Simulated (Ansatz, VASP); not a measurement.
# Cross-check of InP between VASP and Ansatz

Aim: how closely do two programs agree when they are given the same cell, functional and k mesh? The cell is taken from a series of runs on this material, whose earlier steps may have relaxed, scaled, displaced or heated it; both programs get it as it stands.

Calculated with Ansatz 0.2.0; plane waves, with VASP 6.6.1 beside it; LDA.

## (1) The starting structure

It takes space group Imm2 (No. 44, orthorhombic). Conventional cell: a = 4.079 Å, b = 4.121 Å, c = 5.858 Å, α = 90.00°, β = 90.00°, γ = 90.00°. Nearest to P lie 4 In at 2.52 Å. In has 4 P at 2.52 Å nearest. Farther neighbours are not listed.

## (2) Ansatz: zone-centre phonons, LDA

Ansatz runs on its PAW soft_1 files.

Second derivatives magnify differences that forces hide, and they need a tight electronic threshold.

File input.yaml:

```yaml
crystal:
  lattice:
    - [-0.0149092594, 2.8992649822, 2.9292257257]
    - [2.8992649822, -0.0149092594, 2.9292257257]
    - [2.8843557228, 2.8843557228, 0.0]
  atoms:
    - { symbol: P, position: [0.7491006422, 0.7491006422, 0.7508993578] }
    - { symbol: In, position: [0.0008993578, 0.0008993578, -0.0008993578] }
kpoints:
  mp_grid: { grid: [20, 20, 20] }
hamiltonian:
  xc: lda
  pseudopotentials: { kind: paw, azcp: { folder: soft_1 }, xc_functional: pbe }
scf:
  occupations: { method: fixed }
output:
  eigenvalues: true
phonons:
  method: dfpt
```

Launch:

```sh
ansatz run input.yaml --threads 4 --pin off --max-ram 10240MiB --backend cpu --events-out ev --progress --plain --runs-dir out
```

Numbers of over 12 decimals in the logs are rounded to 6 here.

The program printed:

```text
zone centre: on kpoints.mp_grid the ground state, and the responses unless they are solved on pairs of k-points, stand on 2112 of the mesh's 8000 k-points, reduced under 2 symmetry operations, with k and −k counted as one. Each operation leaves every solved displacement unchanged or reverses it
Engine: ansatz 0.2.0, aarch64-unknown-linux-gnu
Pseudopotentials: kind: paw
Pseudopotential: P, paw, valence charge 5, recommended cutoff 420 eV (normal), soft_1/P.paw.azcp
Pseudopotential: In, paw, valence charge 13, recommended cutoff 420 eV (normal), soft_1/In.paw.azcp
Functional definition: SPW92
  exchange = slater_x
  correlation = pw_c
Crystal: 2 atoms, lattice volume = 49.243 Å³
Basis set: ecut = 420 eV, 941 PW (Γ), exchange–correlation on 60×60×60 points (8 copies of the dense FFT grid, shifted against one another)
Bands: 13, of which v1, the nominal top of the filled ones, is band 9 counted from 1 (8 counted from 0)
Symmetry: 4 space group operations
k-points: 2112 of 8000 (irreducible under 2 space group operations, time reversal used)
Non-local potential: P, projectors of the file, l = 0: 2, l = 1: 2, l = 2: 1
Non-local potential: In, projectors of the file, l = 0: 2, l = 1: 2, l = 2: 2, l = 3: 1
PAW form: soft (Blöchl's): semilocal exchange-correlation on the pseudo side does not see the compensation charge
PAW frozen core: P, regenerated for the run's functional, and the local potential with it (the file was generated under x = pbe(κ = 0.804, μ = 0.219515), c = pbe(β = 0.066725))
PAW frozen core: In, regenerated for the run's functional, and the local potential with it (the file was generated under x = pbe(κ = 0.804, μ = 0.219515), c = pbe(β = 0.066725))
PAW one-centre angular grid: P, 110 points (default); XC on 64 Gauss nodes
PAW one-centre angular grid: In, 590 points (default); XC on 64 Gauss nodes
Initial density: superposition of atomic densities (chi_scale 0.1, normalization cell, long waves kept (reshape's long-wave potential 0.00 eV rms))
Initial wavefunctions: pseudopotential atomic-orbital guess
Functional: x = slater, c = lda
SCF iter   1: F=—  HF=-6183.864357 eV  |F-HF|=—  |Δ(HF+E_count)|=         —  Δρ=3.32e-2  dr2=7.99e-1  ethr=3.10e-3  ⟨swp⟩=5.0  Hψ=146381  notcnv=0  defer=4070
preconditioner: auto → none  [insulator: Δε(μ)=0.880 eV  Ē_g=14.464 eV  n_scr=14 (ndim 8)  ℏωp=22.5 eV  f_vac=0.000  ε∞_Penn≈3.4]
SCF iter   2: F=—  HF=-6183.626059 eV  |F-HF|=—  |Δ(HF+E_count)|=   2.38e-1  Δρ=1.53e-2  dr2=9.05e-2  ethr=3.10e-3  ⟨swp⟩=3.6  Hψ=64798  notcnv=0  defer=4078
SCF iter   3: F=—  HF=-6183.605984 eV  |F-HF|=—  |Δ(HF+E_count)|=   2.01e-2  Δρ=5.81e-3  dr2=1.20e-2  ethr=5.03e-4  ⟨swp⟩=2.5  Hψ=42228  notcnv=0  defer=4199
SCF iter   4: F=—  HF=-6183.603478 eV  |F-HF|=—  |Δ(HF+E_count)|=   2.51e-3  Δρ=7.26e-4  dr2=1.22e-4  ethr=6.66e-5  ⟨swp⟩=3.1  Hψ=50676  notcnv=0  defer=4223
SCF iter   5: F=—  HF=-6183.603450 eV  |F-HF|=—  |Δ(HF+E_count)|=   2.82e-5  Δρ=1.41e-4  dr2=5.66e-6  ethr=6.75e-7  ⟨swp⟩=2.0  Hψ=50126  notcnv=0  defer=4224
SCF iter   6: F=—  HF=-6183.603448 eV  |F-HF|=—  |Δ(HF+E_count)|=   1.77e-6  Δρ=1.88e-5  dr2=1.51e-7  ethr=3.15e-8  ⟨swp⟩=3.0  Hψ=50061  notcnv=0  defer=3719
SCF iter   7: F=—  HF=-6183.603448 eV  |F-HF|=—  |Δ(HF+E_count)|=   2.19e-8  Δρ=2.54e-6  dr2=3.96e-9  ethr=8.41e-10  ⟨swp⟩=2.9  Hψ=48391  notcnv=0  defer=3168
SCF iter   8: F=—  HF=-6183.603448 eV  |F-HF|=—  |Δ(HF+E_count)|=   1.27e-9  Δρ=7.00e-7  dr2=3.79e-10  ethr=2.20e-11  ⟨swp⟩=2.0  Hψ=45612  notcnv=0  defer=3166
SCF iter   9: F=-6183.603448 eV  HF=-6183.603448 eV  |F-HF|=9.09e-13  |Δ(HF+E_count)|=  1.44e-10  Δρ=6.86e-8  dr2=1.36e-12  ethr=1.00e-12  ⟨swp⟩=10.2  Hψ=192869  notcnv=0
SCF 1 converged in 9 iterations: F = -6183.603448 eV  dr2 = 1.36e-12
  greatest PAW one-centre occupation: 0.982 electrons in one spin orbital (limit 2), on the In atom at site 1 (counted from 0), in its partial waves of l = 2
DFPT response loops at Γ: preconditioner auto → none (the input reference at scf.mixing.eps_inf says where Resta's filter doesn't serve); β = 0.50; Broyden in place of MSR1
SCF converged after 9 iterations
Free energy (F): -6183.603448 eV
Harris-Foulkes:  -6183.603448 eV  (|F-HF|=9.09e-13)
Internal energy: -6183.603448 eV  (E = F + TS)
E sigma→0 (E₀):  -6183.603448 eV
Fermi energy:    7.109040 eV
--- Per-component energies (eV) ---
  E_band       = -52.322689
  E_kinetic    = 289.306798
  E_local      = -1322.480664  (includes V_loc(G=0)·N_el)
  E_nonlocal   = 363.963134
  E_hartree    = 528.314663
  E_xc         = -214.208691
  E_vxc        = -151.862944  (∫ρ·V_xc dr)
  E_paw        = -4599.233791  (= ΣΔE_a)
  E_vpaw       = -287.878403  (= ΣTr[D̂ρ^β])
  E_aug_tail   = 0.000084  (compensation charges beyond the density's cutoff)
  E_ewald      = -1229.666867
  E_core_change = 0.401886  (= ΣΔE_core)
  E_smearing   = -0.000000  (= −TS)
  E_closure    = 0.000000  (closes the sum)
  Σ components = -6183.603448   (vs F -6183.603448, Δ=0.00e0)
--- Band table (eV; the first three rows and the last of 2112) ---
  k-point 0: bands = [... 5 lower, -4.6535, 7.0210, 7.0374, 7.1090, 7.6525, 10.9529, 11.0276, 11.0666]
  k-point 1: bands = [... 5 lower, -4.6230, 6.5965, 7.0023, 7.0172, 8.0345, 11.0068, 11.0493, 11.0985]
  k-point 2: bands = [... 5 lower, -4.5324, 5.8617, 6.9057, 6.9148, 8.4598, 11.1109, 11.1542, 11.2392]
  k-point 2111: bands = [... 5 lower, -2.1577, 1.0414, 4.6076, 4.7200, 8.6474, 9.2452, 16.1080, 16.6133]
--- Phonons (Γ-DFPT): 4 representative perturbations + reference, on 2112 of 8000 k-points (Σ response iterations 12) ---
  k mesh reduced under 2 symmetry operations, with k and −k counted as one. Each operation leaves every solved displacement unchanged or reverses it
  ASR residual: 2.420e-5 → 0.000e0 eV/Å²; symmetrization residual: 7.346e-6 eV/Å²
  ASR residual per site (eV/Å²): 1.43e-5 2.42e-5
  Γ frequencies (cm⁻¹): 0.00 0.00 0.00 304.14 305.49 306.30
  non-analytic LO–TO correction: not included (Born effective charges unavailable; polar crystals: no LO–TO splitting at Γ)
```

(Part 1 of 2 ends here.)

[Lines on the potential files, build, host, timing and source positions are cut from VASP's logs without a mark.]

[Logs are printed without paths, hosts, clocks, repeated set-up lines and the standing remarks that a program may print on its own settings, such as how far it seeks lower states.]

[Hosts, paths, dates, database ids (printed as entryN), source tags and the programs' standing remarks are cut or masked in the printed files.]
